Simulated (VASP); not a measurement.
Input:

```
CELL_PARAMETERS angstrom
      3.21053     0.00000     0.00000
      0.00000     3.21053     0.00000
      0.00000     0.00000     3.21053
ATOMIC_POSITIONS crystal
  Zn 0.50000 0.50000 0.50000
  Au 0.00000 0.00000 0.00000
```

Calculation: revPBE GGA, VASP's PBE PAW potentials (set 64) (plane waves; VASP 6.6.1). Settings: 520 eV cut-off, 10×10×10 Γ-centred mesh, first-order Methfessel-Paxton smearing of 0.10 eV, potentials Zn Au.

Unless said otherwise, spin-orbit coupling is left out, though it shifts the bands of the heavy elements here.

Task: Predict the energy per atom (σ→0), band gap (on the k-mesh) with the smallest direct gap where there is one.

Result: 
band gap (on the k-mesh): none (metal, semimetal or under 0.01 eV)
energy per atom (σ→0): -1.982 eV/atom

The compound is AuZn in the CsCl type structure. It was relaxed first, which changed the volume by +6 %. The start is the result of an earlier pass. The electron count is odd and the run is not spin-polarised, which forces a metal.
